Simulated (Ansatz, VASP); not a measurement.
# Cross-check of Al between VASP and Ansatz

Aim: how closely do two programs agree when they are given the same cell, functional and k mesh? Of the first pair: The structure shown is the start of the Ansatz relaxation below; VASP solves that cell, so the two are compared at the walk's first step.

Method: plane waves, with VASP 6.6.1 beside it; single point at PBEsol, in Ansatz 0.2.0.

## (1) The structure

The cell holds 6 atoms: 6 Al. Cell: a = 2.864 Å, b = 2.864 Å, c = 25.691 Å, α = 90.0°, β = 90.0°, γ = 60.0°. It derives from Al. As first built, before any earlier steps moved the atoms (in the runner's words): stoichiometric True; symmetric True; series ['metal Al111', 6, 'layers']. Vacuum lies along c.

As a file:

```cif
data_structure
_symmetry_space_group_name_H-M 'P 1'
_symmetry_Int_Tables_number 1
_cell_length_a 2.8638
_cell_length_b 2.8638
_cell_length_c 25.6913
_cell_angle_alpha 90.000
_cell_angle_beta 90.000
_cell_angle_gamma 60.000
_cell_volume 182.47
loop_
_atom_site_label
_atom_site_type_symbol
_atom_site_fract_x
_atom_site_fract_y
_atom_site_fract_z
_atom_site_occupancy
Al1 Al 0.00000 0.00000 0.72753 1
Al2 Al 0.66667 0.66667 0.63652 1
Al3 Al 0.33333 0.33333 0.54551 1
Al4 Al 0.00000 0.00000 0.45449 1
Al5 Al 0.66667 0.66667 0.36348 1
Al6 Al 0.33333 0.33333 0.27247 1
```

## (2) Ansatz: relaxation, PBEsol

Ansatz runs on its PAW soft_1 files.

The two programs are compared at the cell with which this relaxation starts, whose forces are those of its first step.

Input file input.yaml:

```yaml
crystal:
  lattice:
    - [2.8637824638, 0.0, 0.0]
    - [1.4318912319, 2.4801083646, 0.0]
    - [0.0, 0.0, 25.6913429511]
  atoms:
    - { symbol: Al, position: [0.0, 0.0, 0.727534679] }
    - { symbol: Al, position: [0.666666667, 0.666666667, 0.636520807] }
    - { symbol: Al, position: [0.333333333, 0.333333333, 0.545506936] }
    - { symbol: Al, position: [0.0, 0.0, 0.454493064] }
    - { symbol: Al, position: [0.666666667, 0.666666667, 0.363479193] }
    - { symbol: Al, position: [0.333333333, 0.333333333, 0.272465321] }
kpoints:
  mp_grid: { grid: [12, 12, 1] }
scf:
  occupations: { method: fermi_dirac, width: 0.05 }
  n_extra_bands: 8
hamiltonian:
  xc: pbesol
  pseudopotentials: { kind: paw, azcp: { folder: soft_1 }, xc_functional: pbe }
output:
  forces: true
  write_potential: true
  volumetric_format: []
relax:
  f_tol: 0.03
  max_steps: 45
  constraints: [{ sites: [2, 3] }]
```

Started as:

```
$ ansatz run input.yaml --threads 4 --pin off --max-ram 11264MiB --backend cpu --events-out ev --progress --plain --runs-dir out
```

Numbers of over 12 decimals in the logs are rounded to 6 here.

What it wrote:

```text
scf.n_extra_bands = 8 over 9 filled bands (N_el = 18.0): the run solves 17 bands
Engine: ansatz 0.2.0, aarch64-unknown-linux-gnu
Pseudopotentials: kind: paw
Pseudopotential: Al, paw, valence charge 3, recommended cutoff 420 eV (normal), soft_1/Al.paw.azcp
Functional definition: PBEsol
  exchange = pbesol_x
  correlation = pbesol_c
Crystal: 6 atoms, lattice volume = 182.473 Å³
Basis set: ecut = 420 eV, 3601 PW (Γ), exchange–correlation on 40×40×360 points (8 copies of the dense FFT grid, shifted against one another)
Bands: 17, of which v1, the nominal top of the filled ones, is band 9 counted from 1 (8 counted from 0)
Symmetry: 12 space group operations
Space group: P-3m1 (ITA 164), of the structure as read, at distance tolerance 5.7e-5 Å
k-points: 19 of 144
Non-local potential: Al, projectors of the file, l = 0: 2, l = 1: 2, l = 2: 1
PAW form: soft (Blöchl's): semilocal exchange-correlation on the pseudo side does not see the compensation charge
PAW frozen core: Al, regenerated for the run's functional, and the local potential with it (the file was generated under x = pbe(κ = 0.804, μ = 0.219515), c = pbe(β = 0.066725))
PAW one-centre angular grid: Al, 110 points (default); XC on 64 Gauss nodes
Initial density: superposition of atomic densities (neutral atoms: chi_scale 0, normalization atom)
Initial wavefunctions: pseudopotential atomic-orbital guess
Functional: x = pbesol(κ = 0.804, μ = 0.123457), c = pbesol(β = 0.046)
SCF iter   1: F=—  HF=-3147.261227 eV  |F-HF|=—  |Δ(HF+E_count)|=         —  Δρ=1.98e-2  dr2=7.63e0  ethr=3.10e-3  ⟨swp⟩=9.6  Hψ=2635  notcnv=0  defer=1
preconditioner: auto → LDOS  [metal: Δε(μ)=0.038 eV  Ē_g=7.492 eV  σ=0.050 eV  W_gap=0.18  n_scr=14 (ndim 8)  ℏωp=11.7 eV  f_vac=0.345  D(μ)=4.02/eV (n_scr^D=16)  β→1.0]
SCF iter   2: F=—  HF=-3146.468756 eV  |F-HF|=—  |Δ(HF+E_count)|=   7.92e-1  Δρ=7.44e-3  dr2=5.50e-1  ethr=3.10e-3  ⟨swp⟩=3.3  Hψ=751  notcnv=0  defer=33
SCF iter   3: F=—  HF=-3146.454425 eV  |F-HF|=—  |Δ(HF+E_count)|=   1.43e-2  Δρ=2.35e-3  dr2=7.73e-2  ethr=3.06e-3  ⟨swp⟩=2.5  Hψ=473  notcnv=0  defer=33
SCF iter   4: F=—  HF=-3146.447576 eV  |F-HF|=—  |Δ(HF+E_count)|=   6.85e-3  Δρ=5.05e-4  dr2=1.99e-3  ethr=4.29e-4  ⟨swp⟩=2.5  Hψ=485  notcnv=0  defer=33
SCF iter   5: F=—  HF=-3146.447328 eV  |F-HF|=—  |Δ(HF+E_count)|=   2.48e-4  Δρ=1.23e-4  dr2=7.24e-5  ethr=1.11e-5  ⟨swp⟩=2.5  Hψ=531  notcnv=0  defer=33
SCF iter   6: F=-3146.447317 eV  HF=-3146.447325 eV  |F-HF|=7.49e-6  |Δ(HF+E_count)|=   3.17e-6  Δρ=3.85e-5  dr2=1.11e-5  ethr=1.25e-7  ⟨swp⟩=11.9  Hψ=2534  notcnv=0
SCF 1 converged in 6 iterations: F = -3146.447317 eV  dr2 = 1.11e-5
  Residual-converged pass: ⟨swp⟩=1.2  Hψ=402  notcnv=0  max |occ|·‖R‖ = 6.9e-9 eV (tolerance 1.0e-8 eV)  dr2=1.11e-5  dr2_onsite=5.93e-8  max |Δocc| = 6.9e-11
  greatest PAW one-centre occupation: 0.468 electrons in one spin orbital (limit 2), on the Al atom at site 5 (counted from 0), in its partial waves of l = 0
relax step   1: F+E_penalty+E_count = -3146.44731702 eV  Δ(F+E_penalty+E_count) = +0.000e0 eV  max|allowed force component| = 1.198e-1 eV/Å  Δτ_max = 0.0000 Å  (6 SCF iters, dr2 threshold 2.25e-5 eV, accepted)
[...]
relax step   2: F+E_penalty+E_count = -3146.45333610 eV  Δ(F+E_penalty+E_count) = -6.019e-3 eV  max|allowed force component| = 5.461e-2 eV/Å  Δτ_max = 0.0890 Å  (7 SCF iters, accepted)
[...]
relax step   3: F+E_penalty+E_count = -3146.45535804 eV  Δ(F+E_penalty+E_count) = -2.022e-3 eV  max|allowed force component| = 5.234e-3 eV/Å  Δτ_max = 0.0278 Å  (6 SCF iters, accepted)
NSCF: frozen V_eff on 19 k-points
the search or the solves at the SCF's close seem to have found levels that the self-consistency loop had missed (the run counts 1). By its estimate they hold under 1e-12 electrons; where the run keeps them, the occupations were computed again with them
WARN: The output density's exchange-correlation potential varies sharply where the density is thin. Do not read a vacuum level from v_tot or v_xc, or from such a field of the output density. On a cell that repeats whose density bears no net charge and no dipole along the vacuum's axis use v_es (v_loc + v_h of the components); under efield.dipole_correction with no amplitude use v_es + v_field, which holds any externa [...]
SCF converged after 6 iterations
Free energy (F): -3146.455358 eV
Harris-Foulkes:  -3146.455358 eV  (|F-HF|=1.36e-8)
Internal energy: -3146.426203 eV  (E = F + TS)
E sigma→0 (E₀):  -3146.440781 eV
Entropy (-TS):   -0.029155 eV (-4.859 meV/atom)
Fermi energy:    2.332688 eV
--- Per-component energies (eV) ---
  E_band       = -32.617666
  E_kinetic    = 131.858308
  E_local      = -3703.041611  (includes V_loc(G=0)·N_el)
  E_nonlocal   = 60.858385
  E_hartree    = 1835.796448
  E_xc         = -222.287685
  E_vxc        = -173.237374  (∫ρ·V_xc dr)
  E_paw        = -2740.185162  (= ΣΔE_a)
  E_vpaw       = -20.645946  (= ΣTr[D̂ρ^β])
  E_aug_tail   = -0.000016  (compensation charges beyond the density's cutoff)
  E_ewald      = 1490.460296
  E_core_change = 0.114834  (= ΣΔE_core)
  E_smearing   = -0.029155  (= −TS)
  E_closure    = -0.000000  (closes the sum)
  Σ components = -3146.455358   (vs F -3146.455358, Δ=0.00e0)
--- Forces (eV/Å), atoms counted from 1 ---
  atom   1  Al    -0.00000000    -0.00000000     0.00357643
  atom   2  Al     0.00000000    -0.00000000     0.00523354
  atom   3  Al     0.00000000     0.00000000    -0.06863057
  atom   4  Al     0.00000000    -0.00000000     0.06863057
  atom   5  Al    -0.00000000     0.00000000    -0.00523354
  atom   6  Al     0.00000000     0.00000000    -0.00357643
  max |Σ_I F_I| component: 9.25e-18 eV/Å
--- Band table (eV; the first three rows and the last of 19) ---
  k-point 0: bands = [... 5 lower, -2.9308, -1.2328, 0.8923, 2.9986, 4.8875, 6.0191, 7.0433, 7.2147, ... 4 higher]
  k-point 1: bands = [... 5 lower, -2.7674, -1.0770, 1.0480, 3.1514, 5.0394, 6.1809, 7.1997, 7.3687, ... 4 higher]
  k-point 2: bands = [... 5 lower, -2.2797, -0.6102, 1.5107, 3.5976, 5.4628, 6.6291, 7.3837, 7.7034, ... 4 higher]
  k-point 18: bands = [... 5 lower, -0.2134, 0.3653, 0.5806, 0.5806, 1.0452, 1.7440, 1.7440, 3.2156, ... 4 higher]
--- Relaxed structure (3 steps of the walk, 3 accepted, 0 SCFs on fresh bases) ---
  F+E_penalty+E_count = -3146.45535804 eV   max|allowed force component| = 5.234e-3 eV/Å
  atoms:
    - { symbol: Al, position: [0, 0, 0.725151] }
    - { symbol: Al, position: [0.666667, 0.666667, 0.634446] }
    - { symbol: Al, position: [0.333333, 0.333333, 0.545506936] }
    - { symbol: Al, position: [0.0, 0.0, 0.454493] }
    - { symbol: Al, position: [0.666667, 0.666667, 0.365554] }
    - { symbol: Al, position: [0.333333, 0.333333, 0.274849] }
```

## (3) VASP: single point, PBEsol, start cell, pair 1

The same cell, functional, mesh and smearing now go to VASP, with its own data sets.

Lines of VASP's logs that name or quote its potential files are left out, and so is its time.

Input file INCAR:

```
SYSTEM = Al
PREC = Accurate
ENCUT = 400
EDIFF = 1E-06
NELM = 120
ISMEAR = -1
SIGMA = 0.05
LREAL = .FALSE.
ALGO = Normal
GGA = PS
NBANDS = 15
LORBIT = 11
LWAVE = .FALSE.
LCHARG = .FALSE.
ISIF = 2
LASPH = .TRUE.
GGA_COMPAT = .FALSE.
KPAR = 2
```

Input file POSCAR:

```
Al
1.0
    2.8637824638      0.0000000000      0.0000000000
    1.4318912319      2.4801083646      0.0000000000
    0.0000000000      0.0000000000     25.6913429511
Al
6
Direct
    0.0000000000      0.0000000000      0.7275346811
    0.6666664193      0.6666668375      0.6365207934
    0.3333332097      0.3333334187      0.5455069448
    0.0000000000      0.0000000000      0.4544930571
    0.6666664193      0.6666668375      0.3634792085
    0.3333332097      0.3333334187      0.2724653208
```

Input file KPOINTS:

```
Automatic mesh
0
Gamma
12 12 1
0 0 0
```

The projector-augmented-wave data sets are Al (PBE family, release 64).

Started as:

```
$ mpirun -np 2 vasp_std
```

What it wrote:

```text
[banner, memory and clock lines left out]
running    2 mpi-ranks, on    1 nodes
 distrk:  each k-point on    1 cores,    2 groups
 distr:  one band on    1 cores,    1 groups

 POSCAR found type information on POSCAR Al
 POSCAR found :  1 types and       6 ions
|                                                                             |
|               ----> ADVICE to this user running VASP <----                  |
|                                                                             |
|     You enforced a specific xc type in the INCAR file but a different       |
|     [... a line on the potential file left out ...]
|     I HOPE YOU KNOW WHAT YOU ARE DOING!                                     |
|                                                                             |

 LDA part: xc-table for (Slater+PW92), standard interpolation
 POSCAR, INCAR and KPOINTS ok, starting setup
 FFT: planning ... GRIDC
 FFT: planning ... GRID_SOFT
 FFT: planning ... GRID
 WAVECAR not read
 entering main loop
       N       E                     dE             d eps       ncg     rms          rms(c)
DAV:   1     0.324306019167E+02    0.32431E+02   -0.51885E+03   570   0.724E+02
DAV:   2    -0.223272024857E+02   -0.54758E+02   -0.50798E+02   810   0.120E+02
DAV:   3    -0.243902620475E+02   -0.20631E+01   -0.20297E+01   795   0.249E+01
DAV:   4    -0.244610632989E+02   -0.70801E-01   -0.70762E-01   901   0.546E+00
DAV:   5    -0.244641847979E+02   -0.31215E-02   -0.31214E-02   906   0.956E-01    0.364E+00
DAV:   6    -0.243447762545E+02    0.11941E+00   -0.71051E+00   673   0.109E+01    0.271E+00
DAV:   7    -0.238173778405E+02    0.52740E+00   -0.43387E+00   725   0.943E+00    0.165E+00
DAV:   8    -0.237150542992E+02    0.10232E+00   -0.44219E-01   733   0.300E+00    0.465E-01
DAV:   9    -0.237076445486E+02    0.74098E-02   -0.35726E-02   766   0.112E+00    0.301E-01
DAV:  10    -0.237069913966E+02    0.65315E-03   -0.34714E-03   734   0.333E-01    0.234E-01
DAV:  11    -0.237059469564E+02    0.10444E-02   -0.11318E-03   668   0.167E-01    0.681E-02
DAV:  12    -0.237054104662E+02    0.53649E-03   -0.58370E-04   696   0.102E-01    0.408E-02
DAV:  13    -0.237054297427E+02   -0.19276E-04   -0.44376E-04   605   0.846E-02    0.263E-02
DAV:  14    -0.237054505283E+02   -0.20786E-04   -0.16132E-04   738   0.532E-02    0.219E-02
DAV:  15    -0.237057461498E+02   -0.29562E-03   -0.80799E-05   626   0.435E-02    0.245E-02
DAV:  16    -0.237058196247E+02   -0.73475E-04   -0.12699E-05   738   0.181E-02    0.110E-02
DAV:  17    -0.237059774860E+02   -0.15786E-03   -0.15483E-05   618   0.135E-02    0.454E-03
DAV:  18    -0.237060557582E+02   -0.78272E-04   -0.50290E-06   585   0.844E-03    0.303E-03
DAV:  19    -0.237060834523E+02   -0.27694E-04   -0.30383E-06   540   0.495E-03    0.771E-04
DAV:  20    -0.237060944945E+02   -0.11042E-04   -0.78948E-07   503   0.284E-03    0.894E-04
DAV:  21    -0.237060951995E+02   -0.70504E-06   -0.34213E-08   460   0.920E-04
   1 F= -.23706095E+02 E0= -.23691930E+02  d E =-.283301E-01
```

From OUTCAR (step 3):

```text
ion  position               nearest neighbor table
   1  0.000  0.000  0.728-   2 2.86   2 2.86   2 2.86
   2  0.667  0.667  0.637-   3 2.86   3 2.86   3 2.86   1 2.86   1 2.86   1 2.86
   3  0.333  0.333  0.546-   2 2.86   2 2.86   2 2.86   4 2.86   4 2.86   4 2.86
   4  0.000  0.000  0.454-   5 2.86   5 2.86   5 2.86   3 2.86   3 2.86   3 2.86
   5  0.667  0.667  0.363-   4 2.86   4 2.86   4 2.86   6 2.86   6 2.86   6 2.86
   6  0.333  0.333  0.272-   5 2.86   5 2.86   5 2.86

  LATTYP: Found a hexagonal cell.
 ALAT       =     2.8637824638
 C/A-ratio  =     8.9711223794

 Subroutine GETGRP returns: Found 12 space group operations
 (whereof  6 operations were pure point group operations)

The static configuration has the point symmetry C_3v.
 The point group associated with its full space group is D_3d.

 Found     19 irreducible k-points:

   k-points           NKPTS =     19   k-points in BZ     NKDIM =     19   number of bands    NBANDS=     15

   dimension x,y,z NGX =    20 NGY =   20 NGZ =  168
   dimension x,y,z NGXF=    40 NGYF=   40 NGZF=  336

   ENCUT  =  400.0 eV  29.40 Ry    5.42 a.u.   4.67  4.67 41.90*2*pi/ulx,y,z

   NELECT =      18.0000    total number of electrons

 k-points in reciprocal lattice and weights: Automatic mesh
   0.00000000  0.00000000  0.00000000       0.007
   0.08333333 -0.00000000  0.00000000       0.042
   0.16666667  0.00000000  0.00000000       0.042
   0.25000000  0.00000000  0.00000000       0.042
   0.33333333  0.00000000  0.00000000       0.042
   0.41666667 -0.00000000  0.00000000       0.042
   0.50000000  0.00000000  0.00000000       0.021
   0.16666667  0.08333333  0.00000000       0.042
   0.25000000  0.08333333  0.00000000       0.083
[...]
-0.41666667  0.25000000  0.00000000       0.083
  -0.33333333  0.33333333  0.00000000       0.014

 average (electrostatic) potential at core
       1 -77.8533       2 -77.7449       3 -77.7380       4 -77.7380       5 -77.7449
       6 -77.8533

 E-fermi :   2.4212

 k-point     1 :       0.0000    0.0000    0.0000
  band No.  band energies     occupation
    ...
      4      -5.9929      2.00000
      5      -4.6017      2.00000
      6      -2.9328      2.00000
      7      -1.2056      2.00000
      8       0.8609      2.00000
      9       2.9465      0.00005
     10       4.8622      0.00000
     11       6.0142      0.00000
     12       7.0580      0.00000
     13       7.1974      0.00000
    ...

 k-point     2 :       0.0833   -0.0000    0.0000
  band No.  band energies     occupation
    ...
      4      -5.8283      2.00000
      5      -4.4382      2.00000
      6      -2.7693      2.00000
      7      -1.0493      2.00000
      8       1.0171      2.00000
      9       3.1000      0.00000
     10       5.0146      0.00000
     11       6.1763      0.00000
     12       7.2151      0.00000
     13       7.3528      0.00000
    ...

 k-point     3 :       0.1667    0.0000    0.0000
  band No.  band energies     occupation
    ...
      4      -5.3358      2.00000
      5      -3.9490      2.00000
      6      -2.2809      2.00000
      7      -0.5812      2.00000
      8       1.4816      2.00000
      9       3.5499      0.00000
     10       5.4430      0.00000
     11       6.6336      0.00000
     12       7.4731      0.00000
     13       7.7577      0.00000
    ...

  Total       -2.1034088     -2.1034088     -1.0960959     -0.0000000     -0.0000000      0.0000000
  in kB      -18.4687193    -18.4687193     -9.6241336     -0.0000000     -0.0000000      0.0000000
  external PRESSURE =     -15.5205241 kB  Pullay stress =       0.0000000 kB

  energy-cutoff  :      400.00
  volume of cell :      182.47
      direct lattice vectors                 reciprocal lattice vectors
     2.863782464  0.000000000  0.000000000     0.349188534 -0.201604094  0.000000000
     1.431891232  2.480108365  0.000000000     0.000000000  0.403208188  0.000000000
     0.000000000  0.000000000 25.691342951     0.000000000  0.000000000  0.038923617

 POSITION                                       TOTAL-FORCE (eV/Angst)
 -----------------------------------------------------------------------------------
      0.00000      0.00000     18.69134         0.000000     -0.000000     -0.031309
      2.86378      1.65341     16.35307         0.000000      0.000000     -0.118875
      1.43189      0.82670     14.01481         0.000000      0.000000      0.052431
      0.00000      0.00000     11.67654        -0.000000     -0.000000     -0.052431
      2.86378      1.65341      9.33827        -0.000000     -0.000000      0.118875
      1.43189      0.82670      7.00000        -0.000000     -0.000000      0.031309
 -----------------------------------------------------------------------------------
    total drift:                               -0.000030      0.000028      0.000013

  FREE ENERGIE OF THE ION-ELECTRON SYSTEM (eV)
  ---------------------------------------------------
  free  energy   TOTEN  =       -23.7060951995 eV

  energy  without entropy=      -23.6777651476  energy(sigma->0) =      -23.69193017

 total charge
# of ion       s       p       d       tot
------------------------------------------
    1        0.455   0.305   0.000   0.760
    2        0.432   0.338   0.000   0.770
    3        0.434   0.335   0.000   0.769
    4        0.434   0.335   0.000   0.769
    5        0.432   0.338   0.000   0.770
    6        0.455   0.305   0.000   0.760
--------------------------------------------------
tot          2.642   1.955   0.000   4.597

[... 3 further parts left out ...]
```

## (4) Differences

Known differences besides the potentials themselves: the cutoff is 420 eV in Ansatz and 400 eV in VASP; Ansatz makes its cores anew for this functional, VASP keeps those of its PBE data sets. Total energies have different zeros and are not compared.

Forces (eV/Å; atoms numbered as in POSCAR):

| atom | Ansatz x, y, z | VASP x, y, z |
| --- | --- | --- |
| Al1 | 0.000, 0.000, -0.035 | 0.000, 0.000, -0.031 |
| Al2 | 0.000, 0.000, -0.120 | 0.000, 0.000, -0.119 |
| Al3 | 0.000, 0.000, 0.056 | 0.000, 0.000, 0.052 |
| Al4 | 0.000, 0.000, -0.056 | 0.000, 0.000, -0.052 |
| Al5 | 0.000, 0.000, 0.120 | 0.000, 0.000, 0.119 |
| Al6 | 0.000, 0.000, 0.035 | 0.000, 0.000, 0.031 |

The forces differ by 1.6 meV/Å r.m.s., which is 3.7 % of the r.m.s. force of 0.045 eV/Å (both taken over all components). With vacuum in the cell, a pressure given here is an average over mostly empty space and none of the material.

(Continued in part 2 of 2.)

[Lines on the potential files, build, host, timing and source positions are cut from VASP's logs without a mark.]

[Logs are printed without paths, hosts, clocks, repeated set-up lines and the standing remarks that a program may print on its own settings, such as how far it seeks lower states.]

[Hosts, paths, dates, database ids (printed as entryN), source tags and the programs' standing remarks are cut or masked in the printed files.]
